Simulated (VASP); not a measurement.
HfN: energy against volume

HfN (rock salt, Fm-3m, 11.318 Å³/atom and stress up to 0.17 GPa in the relaxed cell, cube axes along x, y and z) under an equal strain ε along all three axes. PBEsol in VASP (plane waves, PAW), 600 eV, 18×18×18 Γ-centred mesh, Methfessel-Paxton smearing 0.10 eV; ions are relaxed, or left where forces stay under 0.02 eV/Å, within the symmetry of each cell.

Here V stands for volume and E for E less E0.

```csv
volume (Å³/atom),E less E0 (meV/atom),pressure (GPa)
10.6528,40.00,20.01
10.8167,22.17,14.44
10.9822,9.74,9.23
11.1495,2.43,4.37
11.3184,0.00,-0.17
11.4890,2.22,-4.40
11.6614,8.85,-8.34
11.8354,19.68,-12.01
12.0112,34.50,-15.42
12.3679,?,?
```

The 9 complete rows are fitted with the third-order Birch-Murnaghan form, a cubic in V^(-2/3), E against V. With u = V^(-2/3) - 0.198, the rows have u = 0.008550, 0.006458, 0.004398, 0.002369, 0.000370, -0.001598, -0.003539, -0.005449, -0.007333. Least squares gives E = 0.072 - 402.82·u + 589023·u² + 500875·u³. Residuals (row less fit): 0.000, -0.001, 0.004, 0.000, -0.004, 0.002, -0.003, 0.005, -0.002; standard error 0.004 (degrees of freedom: 5). Its minimum lies at u = 0.000342, so V0 = (0.198342)^(-3/2) = 11.32. There d²E/du² = 1179000 and d³E/du³ = 3005000, so B0 = (4/9) × 11.32^(-7/3) × 1179000 × 0.160218 = 292 GPa (the last factor turns the table's units into GPa), and B0' = 4 + (2/3) × 0.198342 × (3005000)/1179000 = 4.3. B0' rests on the cubic coefficient alone and has a standard error of 0.1 from these residuals.

Q: What does the fit predict for E at V = 12.3679, and how far is the calculated value from it?

A: u = -0.011017, so E = 0.072 - 402.82 × (-0.011017) + 589023 × (-0.011017)² + 500875 × (-0.011017)³ = 75.332 meV/atom. The calculation gives 75.33 meV/atom, which the fit meets to the printed digits. The row lies outside the fitted rows, so this is an extrapolation. The scatter of the fitted rows lies at the last printed digit.

In a metal these values are sensitive to mesh and smearing; energies are taken to zero smearing, stresses follow the free energy. Other structures, which can take over under pressure, weren't tried. The same form fitted to the pressure column gives B0' = 4.3; series where the two differ by over 0.4 aren't shown. For HfN: the electron count is odd and the run is not spin-polarised, which forces a metal. Rows are the converged runs of the series near zero and its far end, less any whose ions stayed unrelaxed beside relaxed ones; series whose fitted rows scatter by over a few per cent of the range, as at a crossing or softening among them, aren't shown in this form.
